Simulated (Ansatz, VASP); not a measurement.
# Cross-check of GaN (GaN (P6_3mc)) between VASP and Ansatz

Wanted: the spread between two codes on one cell, functional and k mesh. The structure shown is the end of the Ansatz relaxation below.

Program: Ansatz 0.2.0. Level of theory: plane waves, with VASP 6.6.1 beside it; single point at r2SCAN. Results are calculated unless marked as measured.

## Step 1: The structure

The cell holds 128 atoms: 64 Ga and 64 N. Cell: a = 15.136 Å, b = 15.136 Å, c = 12.166 Å, α = 125.7°, β = 125.7°, γ = 93.5°.

## Step 2: Ansatz: relaxation, r2SCAN

Ansatz runs on its PAW soft_1 files.

This run makes the geometry at which the two programs are then compared.

File input.yaml:

```yaml
crystal:
  lattice:
    - [-9.5498178172, 5.5135898875, 10.3676634614]
    - [9.5498178172, -5.5135898875, 10.3676634614]
    - [3.1832726057, 5.5135898875, -10.3676634614]
  atoms:
    - { symbol: Ga, position: [0.2081098924, 0.0414432258, 0.0] }
    - { symbol: Ga, position: [0.2081098924, 0.2914432258, 0.25] }
    - { symbol: Ga, position: [0.4581098924, 0.0414432258, 0.25] }
    - { symbol: Ga, position: [0.4581098924, 0.2914432258, 0.0] }
    - { symbol: Ga, position: [0.1664432258, 0.0831098924, 0.25] }
    - { symbol: Ga, position: [0.1664432258, 0.3331098924, 0.0] }
    - { symbol: Ga, position: [0.4164432258, 0.0831098924, 0.0] }
    - { symbol: Ga, position: [0.4164432258, 0.3331098924, 0.25] }
    - { symbol: "N", position: [0.0523067742, 0.1356401076, 0.25] }
    - { symbol: "N", position: [0.0523067742, 0.3856401076, 0.0] }
    - { symbol: "N", position: [0.3023067742, 0.1356401076, 0.0] }
    - { symbol: "N", position: [0.3023067742, 0.3856401076, 0.25] }
    - { symbol: "N", position: [0.0106401076, 0.1773067742, 0.0] }
    - { symbol: "N", position: [0.0106401076, 0.4273067742, 0.25] }
    - { symbol: "N", position: [0.2606401076, 0.1773067742, 0.25] }
    - { symbol: "N", position: [0.2606401076, 0.4273067742, 0.0] }
    - { symbol: Ga, position: [0.2081098924, 0.0414432258, 0.5] }
    - { symbol: Ga, position: [0.2081098924, 0.2914432258, 0.75] }
    - { symbol: Ga, position: [0.4581098924, 0.0414432258, 0.75] }
    - { symbol: Ga, position: [0.4581098924, 0.2914432258, 0.5] }
    - { symbol: Ga, position: [0.1664432258, 0.0831098924, 0.75] }
    - { symbol: Ga, position: [0.1664432258, 0.3331098924, 0.5] }
    - { symbol: Ga, position: [0.4164432258, 0.0831098924, 0.5] }
    - { symbol: Ga, position: [0.4164432258, 0.3331098924, 0.75] }
    - { symbol: "N", position: [0.0523067742, 0.1356401076, 0.75] }
    - { symbol: "N", position: [0.0523067742, 0.3856401076, 0.5] }
    - { symbol: "N", position: [0.3023067742, 0.1356401076, 0.5] }
    - { symbol: "N", position: [0.3023067742, 0.3856401076, 0.75] }
    - { symbol: "N", position: [0.0106401076, 0.1773067742, 0.5] }
    - { symbol: "N", position: [0.0106401076, 0.4273067742, 0.75] }
    - { symbol: "N", position: [0.2606401076, 0.1773067742, 0.75] }
    - { symbol: "N", position: [0.2606401076, 0.4273067742, 0.5] }
    - { symbol: Ga, position: [0.2081098924, 0.5414432258, 0.0] }
    - { symbol: Ga, position: [0.2081098924, 0.7914432257, 0.25] }
    - { symbol: Ga, position: [0.4581098924, 0.5414432258, 0.25] }
    - { symbol: Ga, position: [0.4581098924, 0.7914432257, 0.0] }
    - { symbol: Ga, position: [0.1664432258, 0.5831098924, 0.25] }
    - { symbol: Ga, position: [0.1664432258, 0.8331098924, 0.0] }
    - { symbol: Ga, position: [0.4164432258, 0.5831098924, 0.0] }
    - { symbol: Ga, position: [0.4164432258, 0.8331098924, 0.25] }
    - { symbol: "N", position: [0.0523067742, 0.6356401076, 0.25] }
    - { symbol: "N", position: [0.0523067742, 0.8856401076, 0.0] }
    - { symbol: "N", position: [0.3023067742, 0.6356401076, 0.0] }
    - { symbol: "N", position: [0.3023067742, 0.8856401076, 0.25] }
    - { symbol: "N", position: [0.0106401076, 0.6773067742, 0.0] }
    - { symbol: "N", position: [0.0106401076, 0.9273067742, 0.25] }
    - { symbol: "N", position: [0.2606401076, 0.6773067742, 0.25] }
    - { symbol: "N", position: [0.2606401076, 0.9273067742, 0.0] }
    - { symbol: Ga, position: [0.2081098924, 0.5414432258, 0.5] }
    - { symbol: Ga, position: [0.2081098924, 0.7914432257, 0.75] }
    - { symbol: Ga, position: [0.4581098924, 0.5414432258, 0.75] }
    - { symbol: Ga, position: [0.4581098924, 0.7914432257, 0.5] }
    - { symbol: Ga, position: [0.1664432258, 0.5831098924, 0.75] }
    - { symbol: Ga, position: [0.1664432258, 0.8331098924, 0.5] }
    - { symbol: Ga, position: [0.4164432258, 0.5831098924, 0.5] }
    - { symbol: Ga, position: [0.4164432258, 0.8331098924, 0.75] }
    - { symbol: "N", position: [0.0523067742, 0.6356401076, 0.75] }
    - { symbol: "N", position: [0.0523067742, 0.8856401076, 0.5] }
    - { symbol: "N", position: [0.3023067742, 0.6356401076, 0.5] }
    - { symbol: "N", position: [0.3023067742, 0.8856401076, 0.75] }
    - { symbol: "N", position: [0.0106401076, 0.6773067742, 0.5] }
    - { symbol: "N", position: [0.0106401076, 0.9273067742, 0.75] }
    - { symbol: "N", position: [0.2606401076, 0.6773067742, 0.75] }
    - { symbol: "N", position: [0.2606401076, 0.9273067742, 0.5] }
    - { symbol: Ga, position: [0.7081098924, 0.0414432258, 0.0] }
    - { symbol: Ga, position: [0.7081098924, 0.2914432258, 0.25] }
    - { symbol: Ga, position: [0.9581098924, 0.0414432258, 0.25] }
    - { symbol: Ga, position: [0.9581098924, 0.2914432258, 0.0] }
    - { symbol: Ga, position: [0.6664432258, 0.0831098924, 0.25] }
    - { symbol: Ga, position: [0.6664432258, 0.3331098924, 0.0] }
    - { symbol: Ga, position: [0.9164432258, 0.0831098924, 0.0] }
    - { symbol: Ga, position: [0.9164432258, 0.3331098924, 0.25] }
    - { symbol: "N", position: [0.5523067742, 0.1356401076, 0.25] }
    - { symbol: "N", position: [0.5523067742, 0.3856401076, 0.0] }
    - { symbol: "N", position: [0.8023067743, 0.1356401076, 0.0] }
    - { symbol: "N", position: [0.8023067743, 0.3856401076, 0.25] }
    - { symbol: "N", position: [0.5106401076, 0.1773067742, 0.0] }
    - { symbol: "N", position: [0.5106401076, 0.4273067742, 0.25] }
    - { symbol: "N", position: [0.7606401076, 0.1773067742, 0.25] }
    - { symbol: "N", position: [0.7606401076, 0.4273067742, 0.0] }
    - { symbol: Ga, position: [0.7081098924, 0.0414432258, 0.5] }
    - { symbol: Ga, position: [0.7081098924, 0.2914432258, 0.75] }
    - { symbol: Ga, position: [0.9581098924, 0.0414432258, 0.75] }
    - { symbol: Ga, position: [0.9581098924, 0.2914432258, 0.5] }
    - { symbol: Ga, position: [0.6664432258, 0.0831098924, 0.75] }
    - { symbol: Ga, position: [0.6664432258, 0.3331098924, 0.5] }
    - { symbol: Ga, position: [0.9164432258, 0.0831098924, 0.5] }
    - { symbol: Ga, position: [0.9164432258, 0.3331098924, 0.75] }
    - { symbol: "N", position: [0.5523067742, 0.1356401076, 0.75] }
    - { symbol: "N", position: [0.5523067742, 0.3856401076, 0.5] }
    - { symbol: "N", position: [0.8023067743, 0.1356401076, 0.5] }
    - { symbol: "N", position: [0.8023067743, 0.3856401076, 0.75] }
    - { symbol: "N", position: [0.5106401076, 0.1773067742, 0.5] }
    - { symbol: "N", position: [0.5106401076, 0.4273067742, 0.75] }
    - { symbol: "N", position: [0.7606401076, 0.1773067742, 0.75] }
    - { symbol: "N", position: [0.7606401076, 0.4273067742, 0.5] }
    - { symbol: Ga, position: [0.7081098924, 0.5414432258, 0.0] }
    - { symbol: Ga, position: [0.7081098924, 0.7914432257, 0.25] }
    - { symbol: Ga, position: [0.9581098924, 0.5414432258, 0.25] }
    - { symbol: Ga, position: [0.9581098924, 0.7914432257, 0.0] }
    - { symbol: Ga, position: [0.6664432258, 0.5831098924, 0.25] }
    - { symbol: Ga, position: [0.6664432258, 0.8331098924, 0.0] }
    - { symbol: Ga, position: [0.9164432258, 0.5831098924, 0.0] }
    - { symbol: Ga, position: [0.9164432258, 0.8331098924, 0.25] }
    - { symbol: "N", position: [0.5523067742, 0.6356401076, 0.25] }
    - { symbol: "N", position: [0.5523067742, 0.8856401076, 0.0] }
    - { symbol: "N", position: [0.8023067743, 0.6356401076, 0.0] }
    - { symbol: "N", position: [0.8023067743, 0.8856401076, 0.25] }
    - { symbol: "N", position: [0.5106401076, 0.6773067742, 0.0] }
    - { symbol: "N", position: [0.5106401076, 0.9273067742, 0.25] }
    - { symbol: "N", position: [0.7606401076, 0.6773067742, 0.25] }
    - { symbol: "N", position: [0.7606401076, 0.9273067742, 0.0] }
    - { symbol: Ga, position: [0.7081098924, 0.5414432258, 0.5] }
    - { symbol: Ga, position: [0.7081098924, 0.7914432257, 0.75] }
    - { symbol: Ga, position: [0.9581098924, 0.5414432258, 0.75] }
    - { symbol: Ga, position: [0.9581098924, 0.7914432257, 0.5] }
    - { symbol: Ga, position: [0.6664432258, 0.5831098924, 0.75] }
    - { symbol: Ga, position: [0.6664432258, 0.8331098924, 0.5] }
    - { symbol: Ga, position: [0.9164432258, 0.5831098924, 0.5] }
    - { symbol: Ga, position: [0.9164432258, 0.8331098924, 0.75] }
    - { symbol: "N", position: [0.5523067742, 0.6356401076, 0.75] }
    - { symbol: "N", position: [0.5523067742, 0.8856401076, 0.5] }
    - { symbol: "N", position: [0.8023067743, 0.6356401076, 0.5] }
    - { symbol: "N", position: [0.8023067743, 0.8856401076, 0.75] }
    - { symbol: "N", position: [0.5106401076, 0.6773067742, 0.5] }
    - { symbol: "N", position: [0.5106401076, 0.9273067742, 0.75] }
    - { symbol: "N", position: [0.7606401076, 0.6773067742, 0.75] }
    - { symbol: "N", position: [0.7606401076, 0.9273067742, 0.5] }
basis:
  ecutwfc: 500
  xc_grid: 2
hamiltonian:
  xc: r2scan
  pseudopotentials: { kind: paw, azcp: { folder: soft_1 } }
kpoints:
  mp_grid: { grid: [1, 1, 1] }
scf:
  occupations: { method: fermi_dirac, width: 0.01 }
  max_iter: 80
output:
  forces: true
relax:
  f_tol: 0.01
  max_steps: 60
  escape_saddle: false
checkpoint:
  write: "../pristine.symmetric.run"
  compress: false
  write_wavefunctions: false
  write_every: 100000
```

Launch:

```bash
$ ansatz run input.yaml --threads 32 --pin off --max-ram 56524MiB --backend cuda --events-out ev --progress --plain --runs-dir out --max-vram 78GiB
```

What it wrote:

```text
Engine: ansatz 0.2.0, aarch64-unknown-linux-gnu
[...]
Pseudopotential: Ga, paw, valence charge 13, recommended cutoff 500 eV (meta_gga), soft_1/Ga.paw.azcp
Pseudopotential: N, paw, valence charge 5, recommended cutoff 500 eV (meta_gga), soft_1/N.paw.azcp
Functional definition: r2SCAN
[...]
Crystal: 128 atoms, lattice volume = 1455.724 Å³
Basis set: ecut = 500 eV, 36923 PW (Γ), exchange–correlation on 240×240×180 points (8 copies of the dense FFT grid, shifted against one another)
Bands: 704, of which v1, the nominal top of the filled ones, is band 576 counted from 1 (575 counted from 0)
[...]
Space group: P63mc (ITA 186), of the structure as read, at distance tolerance 1.1e-4 Å
[...]
SCF iter   9: F=-267286.724379 eV  HF=-267286.724379 eV  |F-HF|=6.43e-8  |Δ(HF+E_count)|=   2.45e-6  Δρ=4.84e-6  dr2=2.83e-7  dr2_τ=4.44e-9  ethr=2.17e-10  ⟨swp⟩=3.0  Hψ=1823  notcnv=0
SCF 1 converged in 9 iterations: F = -267286.724379 eV  dr2 = 2.83e-7
[...]
relax step   1: F+E_penalty+E_count = -267286.72437941 eV  Δ(F+E_penalty+E_count) = +0.000e0 eV  max|allowed force component| = 2.170e-2 eV/Å  Δτ_max = 0.0000 Å  (9 SCF iters, dr2 threshold 2.50e-6 eV [...]
[...]
SCF iter   1: F=—  HF=-267286.721877 eV  |F-HF|=—  |Δ(HF+E_count)|=         —  Δρ=6.93e-4  dr2=2.33e-3  dr2_τ=9.13e-3  ethr=2.02e-7  ⟨swp⟩=2.0  Hψ=1698  notcnv=0  defer=85
automatic band count: iteration 1 solves 667 bands in place of 704: the levels show a gap, and the empty bands left out lie too high to hold charge; the band table lists the bands solved (type scf.n_e [...]
[...]
relax step   2: F+E_penalty+E_count = -267286.72690226 eV  Δ(F+E_penalty+E_count) = -2.523e-3 eV  max|allowed force component| = 9.735e-3 eV/Å  Δτ_max = 0.0026 Å  (6 SCF iters, accepted)
[...]
SCF 3 converged in 2 iterations: F = -267286.726902 eV  dr2 = 5.85e-9
SCF converged after 2 iterations
[...]
```

## Step 3: VASP: single point, r2SCAN

The same cell, functional, mesh and smearing now go to VASP, with its own data sets.

Lines of VASP's logs that name or quote its potential files are left out, and so is its time.

File INCAR:

```
SYSTEM = GaN
PREC = Accurate
ENCUT = 580
EDIFF = 1E-06
NELM = 120
ISMEAR = -1
SIGMA = 0.01
LREAL = Auto
ALGO = Normal
METAGGA = R2SCAN
LASPH = .TRUE.
NBANDS = 672
LORBIT = 11
LWAVE = .FALSE.
LCHARG = .FALSE.
ISIF = 2
GGA_COMPAT = .FALSE.
EFERMI = MIDGAP
LMIXTAU = .TRUE.
NCORE = 4
```

File POSCAR:

```
GaN
1.0
   -9.5498178172      5.5135898875     10.3676634614
    9.5498178172     -5.5135898875     10.3676634614
    3.1832726057      5.5135898875    -10.3676634614
Ga N
64 64
Direct
    0.2080100000      0.0415500000      1.0000000000
    0.2080100000      0.2915500000      0.2500000000
    0.4580100000      0.0415500000      0.2500000000
    0.4580100000      0.2915500000      1.0000000000
    0.1665500000      0.0830100000      0.2500000000
    0.1665500000      0.3330100000      1.0000000000
    0.4165500000      0.0830100000      1.0000000000
    0.4165500000      0.3330100000      0.2500000000
    0.2080100000      0.0415500000      0.5000000000
    0.2080100000      0.2915500000      0.7500000000
    0.4580100000      0.0415500000      0.7500000000
    0.4580100000      0.2915500000      0.5000000000
    0.1665500000      0.0830100000      0.7500000000
    0.1665500000      0.3330100000      0.5000000000
    0.4165500000      0.0830100000      0.5000000000
    0.4165500000      0.3330100000      0.7500000000
    0.2080100000      0.5415500000      1.0000000000
    0.2080100000      0.7915500000      0.2500000000
    0.4580100000      0.5415500000      0.2500000000
    0.4580100000      0.7915500000      1.0000000000
    0.1665500000      0.5830100000      0.2500000000
    0.1665500000      0.8330100000      1.0000000000
    0.4165500000      0.5830100000      1.0000000000
    0.4165500000      0.8330100000      0.2500000000
    0.2080100000      0.5415500000      0.5000000000
    0.2080100000      0.7915500000      0.7500000000
    0.4580100000      0.5415500000      0.7500000000
    0.4580100000      0.7915500000      0.5000000000
    0.1665500000      0.5830100000      0.7500000000
    0.1665500000      0.8330100000      0.5000000000
[... 92 atom lines left out ...]
    0.8024200000      0.6355200000      0.5000000000
    0.8024200000      0.8855200000      0.7500000000
    0.5105200000      0.6774200000      0.5000000000
    0.5105200000      0.9274200000      0.7500000000
    0.7605200000      0.6774200000      0.7500000000
    0.7605200000      0.9274200000      0.5000000000
```

File KPOINTS:

```
Automatic mesh
0
Gamma
1 1 1
0 0 0
```

PAW data sets: Ga_d and N (PBE family, release 64).

Launch:

```bash
$ mpirun -np 16 vasp_gam
```

What it wrote:

```text
[banner, memory and clock lines left out]
running   16 mpi-ranks, on    1 nodes
[...]
|                                                                             |
|               ----> ADVICE to this user running VASP <----                  |
|                                                                             |
|     You enforced a specific xc type in the INCAR file but a different       |
|     [... a line on the potential file left out ...]
|     I HOPE YOU KNOW WHAT YOU ARE DOING!                                     |
|                                                                             |

 LDA part: xc-table for (None), standard interpolation
 POSCAR, INCAR and KPOINTS ok, starting setup
[...]
entering main loop
       N       E                     dE             d eps       ncg     rms          rms(c)
DAV:   1     0.306774438880E+05    0.30677E+05   -0.44451E+05  1344   0.408E+03
DAV:   2     0.686688136795E+04   -0.23811E+05   -0.22761E+05  1344   0.115E+03
DAV:   3    -0.274230405140E+03   -0.71411E+04   -0.67668E+04  1576   0.396E+02
DAV:   4    -0.152865790523E+04   -0.12544E+04   -0.11901E+04  1456   0.161E+02
[...]
DAV:  34    -0.140010992661E+04   -0.10557E-04   -0.20028E-06   976   0.444E-03    0.697E-03
DAV:  35    -0.140010993202E+04   -0.54069E-05   -0.49464E-06  1136   0.311E-03    0.254E-03
DAV:  36    -0.140010993289E+04   -0.86884E-06   -0.47073E-07   768   0.158E-03
   1 F= -.14001099E+04 E0= -.14001099E+04  d E =0.000000E+00
```

OUTCAR, selected parts (step 3):

```text
  FREE ENERGIE OF THE ION-ELECTRON SYSTEM (eV)
  ---------------------------------------------------
  free  energy   TOTEN  =     -1400.1099328870 eV

  energy  without entropy=    -1400.1099328870  energy(sigma->0) =    -1400.10993289
```

The run ends at a pressure of 1.00 GPa, with forces up to 0.014 eV/Å.

## Step 4: Side by side

Known differences besides the potentials themselves: VASP keeps PBE cores, Ansatz makes them for the functional; the cutoff is 500 eV in Ansatz and 580 eV in VASP (PREC = Accurate, projectors in real space). Total energies have different zeros and are not compared.

Compared:

```
              quantity  Ansatz   VASP  difference
gap on the k mesh (eV)   2.340  2.332      +0.009
```

A gap on the mesh is an upper bound, since the band edges may lie between its points.

## Step 5: Summary of results

```
difference in gap on the k mesh (single point, r2SCAN) : 0.0087 eV
```

The difference in gap on the k mesh is 0.0087 eV (single point, r2SCAN), within the 0.08 eV picked in this series as the mark of a large difference. 1 further run of this series is not shown here. Such differences can come from data sets, numerical settings and the points named under the comparisons, not from the functional's error against experiment.

[Lines on the potential files, build, host, timing and source positions are cut from VASP's logs without a mark.]

[Logs are printed without paths, hosts, clocks, repeated set-up lines and the standing remarks that a program may print on its own settings, such as how far it seeks lower states.]

[Hosts, paths, dates, database ids (printed as entryN), source tags and the programs' standing remarks are cut or masked in the printed files.]
